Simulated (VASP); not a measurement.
A convergence study with VASP on KBr: one setting is varied, all else stays as given below, so the limit is that of these other settings.

```xyz
8
Lattice="4.6436 0.0000 0.0000 -4.6436 4.6436 0.0000 0.0000 0.0000 23.8505" Properties=species:S:1:pos:R:3 pbc="T T T"
Br    -2.3218     2.3218    10.2835
Br     0.0000     0.0000     7.0000
Br    -2.3218     2.3218    16.8505
Br     0.0000     0.0000    13.5670
K      0.0000     0.0000    10.2835
K     -2.3218     2.3218     7.0000
K      0.0000     0.0000    16.8505
K     -2.3218     2.3218    13.5670
```

Calculation: PBE GGA, VASP's PBE PAW potentials (set 64) (plane waves; VASP). The tightest run used: 300 eV cut-off, 9×9×1 Γ-centred mesh, Fermi-Dirac smearing of 0.010 eV, potentials Br K_sv.

Gaps are read on the run's mesh, which can miss a band edge.

Question: The settings run are 2×2×1 mesh; 3×3×1 mesh; 4×4×1 mesh; 5×5×1 mesh; 6×6×1 mesh; 9×9×1 mesh. From which on does the energy per atom stay within 0.005 eV/atom of the tightest run?

Answer: From 3×3×1 mesh on: it is off by 0.0011 there and by no more than 0.005 in any finer run, while 2×2×1 mesh is off by 0.0206.
```json
[
 {"setting": "2×2×1 mesh", "E (eV/atom)": "-3.0519", "gap on the mesh (eV)": "4.388", "irreducible k-points": "3", "difference judged (eV/atom)": "0.0206"},
 {"setting": "3×3×1 mesh", "E (eV/atom)": "-3.0714", "gap on the mesh (eV)": "4.408", "irreducible k-points": "3", "difference judged (eV/atom)": "0.0011"},
 {"setting": "4×4×1 mesh", "E (eV/atom)": "-3.0724", "gap on the mesh (eV)": "4.410", "irreducible k-points": "6", "difference judged (eV/atom)": "0.0001"},
 {"setting": "5×5×1 mesh", "E (eV/atom)": "-3.0724", "gap on the mesh (eV)": "4.410", "irreducible k-points": "6", "difference judged (eV/atom)": "0.0000"},
 {"setting": "6×6×1 mesh", "E (eV/atom)": "-3.0725", "gap on the mesh (eV)": "4.410", "irreducible k-points": "10", "difference judged (eV/atom)": "0.0000"},
 {"setting": "9×9×1 mesh", "E (eV/atom)": "-3.0725", "gap on the mesh (eV)": "4.410", "irreducible k-points": "15", "difference judged (eV/atom)": "0.0000"}
]
```

Left out are rungs that failed or repeat a setting and relaxations that didn't move; long series are thinned to 24 rows.

The cell is a sheet or thin cut with vacuum, built from a generated structure.
